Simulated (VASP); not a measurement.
# LiH: what moves the LDA gap besides the functional, part 2 of 2

How far does the LDA gap of LiH depend on cutoff, mesh and cell? The starting structure is a measured crystal structure from the Crystallography Open Database. Cell and atoms stay as given unless a step says otherwise.

VASP 6.6.1.

Results so far: reference 2.649 eV; cell and atoms relaxed by LDA 2.523 eV; no band path 2.649 eV.

The database entry behind the starting cell differs from later determinations by our own check (the deuteride, about 0.2 % short), so it need not match the best structure at ambient conditions.

## Step 5: Bands with a cutoff of 800 eV (continued)

Level of this step: LDA; plane waves and PAW (Li_sv, H) (VASP).

From OUTCAR (step 5):

```text
  Total       -0.4390387     -0.4390387     -0.4390387      0.0000000      0.0000000      0.0000000
  in kB      -41.6265284    -41.6265284    -41.6265284      0.0000000      0.0000000      0.0000000
  external PRESSURE =     -41.6265284 kB  Pullay stress =       0.0000000 kB

 POSITION                                       TOTAL-FORCE (eV/Angst)
 -----------------------------------------------------------------------------------
      0.00000      0.00000      0.00000         0.000000     -0.000000      0.000000
      2.03675      2.03675      2.03675        -0.000000      0.000000     -0.000000
 -----------------------------------------------------------------------------------
    total drift:                                0.000000      0.000000      0.000000

  FREE ENERGIE OF THE ION-ELECTRON SYSTEM (eV)
  ---------------------------------------------------
  free  energy   TOTEN  =        -6.4686703057 eV

  energy  without entropy=       -6.4686703057  energy(sigma->0) =       -6.46867031

[... 1 part as in an earlier step ...]

[... 2 further parts left out ...]
[key lines of the parts left out:]
E-fermi :   0.2876
```

With a cutoff of 800 eV the gap is 2.652 eV, +0.003 eV from the reference.

## Step 6: Bands with a 12×12×12 mesh

Against step 2 the input has a 12×12×12 mesh.

Contents of INCAR:

```
SYSTEM = LiH
PREC = Accurate
ENCUT = 580
EDIFF = 1E-06
NELM = 100
ISMEAR = 0
SIGMA = 0.03
LREAL = .FALSE.
ALGO = Normal
GGA = CA
NBANDS = 14
LORBIT = 11
LWAVE = .FALSE.
LCHARG = .FALSE.
KPAR = 4
```

Contents of POSCAR:

```
LiH
1.0
    0.0000000000      2.0367500000      2.0367500000
    2.0367500000      0.0000000000      2.0367500000
    2.0367500000      2.0367500000      0.0000000000
Li H
1 1
Direct
    0.0000000000      0.0000000000      0.0000000000
    0.5000000000      0.5000000000      0.5000000000
```

Contents of KPOINTS:

```
Automatic mesh
0
Gamma
12 12 12
0 0 0
```

Contents of KPOINTS_OPT:

```
Line mode
10
Line-mode
Reciprocal
  0.00000000   0.00000000   0.00000000 GAMMA
  0.50000000   0.00000000   0.50000000 X

  0.50000000   0.00000000   0.50000000 X
  0.50000000   0.25000000   0.75000000 W

  0.50000000   0.25000000   0.75000000 W
  0.37500000   0.37500000   0.75000000 K

  0.37500000   0.37500000   0.75000000 K
  0.00000000   0.00000000   0.00000000 GAMMA

  0.00000000   0.00000000   0.00000000 GAMMA
  0.50000000   0.50000000   0.50000000 L

  0.50000000   0.50000000   0.50000000 L
  0.62500000   0.25000000   0.62500000 U

  0.62500000   0.25000000   0.62500000 U
  0.50000000   0.25000000   0.75000000 W

  0.50000000   0.25000000   0.75000000 W
  0.50000000   0.50000000   0.50000000 L

  0.50000000   0.50000000   0.50000000 L
  0.37500000   0.37500000   0.75000000 K

  0.62500000   0.25000000   0.62500000 U
  0.50000000   0.00000000   0.50000000 X
```

PAW data sets: Li_sv and H (LDA family, release 64).

Started as:

```bash
$ mpirun -np 4 vasp_std
```

Output:

```text
[... set-up lines as in an earlier step ...]
 entering main loop
       N       E                     dE             d eps       ncg     rms          rms(c)
DAV:   1     0.109129866804E+01    0.10913E+01   -0.13879E+03  2024   0.277E+02
DAV:   2    -0.656523703289E+01   -0.76565E+01   -0.75650E+01  2734   0.572E+01
DAV:   3    -0.671960994201E+01   -0.15437E+00   -0.15428E+00  2454   0.651E+00
DAV:   4    -0.672028470911E+01   -0.67477E-03   -0.67476E-03  2358   0.426E-01
[...]
DAV:   8    -0.646939825783E+01   -0.70125E-03   -0.30123E-03  2400   0.266E-01    0.389E-02
DAV:   9    -0.646935467188E+01    0.43586E-04   -0.13224E-04  2666   0.284E-02    0.467E-03
DAV:  10    -0.646935489626E+01   -0.22438E-06   -0.31321E-06  2316   0.962E-03
   1 F= -.64693549E+01 E0= -.64693549E+01  d E =-.323670E-35
 Start KPOINTS_OPT (optional k-point list driver)
k-point batch [1-72\100]
       N       E                     dE             ncg
DAV:   1    -0.594241706204E+04   -0.17559E+05     2024
DAV:   2    -0.652658055763E+04   -0.58416E+03     2776
DAV:   3    -0.653728975124E+04   -0.10709E+02     2482
DAV:   4    -0.653733554394E+04   -0.45793E-01     2450
DAV:   5    -0.653733577475E+04   -0.23081E-03     2580
DAV:   6    -0.653733577674E+04   -0.19834E-05     2320
DAV:   7    -0.653733577676E+04   -0.28115E-07     2192
k-point batch [73-100\100]
       N       E                     dE             ncg
DAV:   1     0.440983478907E+04   -0.80304E+04      800
DAV:   2     0.417533960493E+04   -0.23450E+03     1146
DAV:   3     0.417169662571E+04   -0.36430E+01      964
DAV:   4     0.417168814238E+04   -0.84833E-02      952
DAV:   5     0.417168810298E+04   -0.39406E-04     1002
DAV:   6     0.417168810275E+04   -0.23248E-06      968
```

The job ended after 7.4 s (4 MPI ranks of Intel Xeon Platinum 8259CL at 2.50GHz (Skylake/Cascade Lake), shared host; peak memory 0.53 GiB; 27 s of CPU time).

Parts of OUTCAR (step 6):

```text
  Total       -0.4459137     -0.4459137     -0.4459137     -0.0000000      0.0000000      0.0000000
  in kB      -42.2783725    -42.2783725    -42.2783725     -0.0000000      0.0000000      0.0000000
  external PRESSURE =     -42.2783725 kB  Pullay stress =       0.0000000 kB

 POSITION                                       TOTAL-FORCE (eV/Angst)
 -----------------------------------------------------------------------------------
      0.00000      0.00000      0.00000         0.000000     -0.000000      0.000000
      2.03675      2.03675      2.03675        -0.000000      0.000000     -0.000000
 -----------------------------------------------------------------------------------
    total drift:                                0.000000     -0.000000     -0.000000

  FREE ENERGIE OF THE ION-ELECTRON SYSTEM (eV)
  ---------------------------------------------------
  free  energy   TOTEN  =        -6.4693548963 eV

  energy  without entropy=       -6.4693548963  energy(sigma->0) =       -6.46935490

[... 1 part as in an earlier step ...]

[... 2 further parts left out ...]
[key lines of the parts left out:]
E-fermi :   0.2305
```

With a 12×12×12 mesh the gap is 2.649 eV, +0.000 eV from the reference.

## Step 7: The runs compared

```tsv
run	gap (eV)	change (eV)	core minutes
reference	2.649	-	0.413
cell and atoms relaxed by LDA	2.523	-0.126	0.413
no band path	2.649	0.0	0.173
a cutoff of 800 eV	2.652	0.003	0.813
a 12×12×12 mesh	2.649	0.0	0.493
```

Core minutes are wall time times ranks of the run shown, on a shared host.

## Step 8: Summary of results

| Property | Result |
| --- | --- |
| reference gap | 2.649 eV |
| gap with cell and atoms relaxed by LDA | 2.523 eV |
| gap with no band path | 2.649 eV |
| gap with a cutoff of 800 eV | 2.652 eV |
| gap with a 12×12×12 mesh | 2.649 eV |

What this shows: Among the runs that read a gap along the path, the one with cell and atoms relaxed by LDA moves it most, by -0.126 eV. On finer settings it changes by +0.003 eV with a cutoff of 800 eV and +0.000 eV with a 12×12×12 mesh. The functional's own error isn't tested here. Further runs on this material are not shown.

[Lines on the potential files, build, host, timing and source positions are cut from VASP's logs without a mark.]

[Logs are printed without paths, hosts, clocks, repeated set-up lines and the standing remarks that a program may print on its own settings, such as how far it seeks lower states.]

[Hosts, paths, dates, database ids (printed as entryN), source tags and the programs' standing remarks are cut or masked in the printed files.]
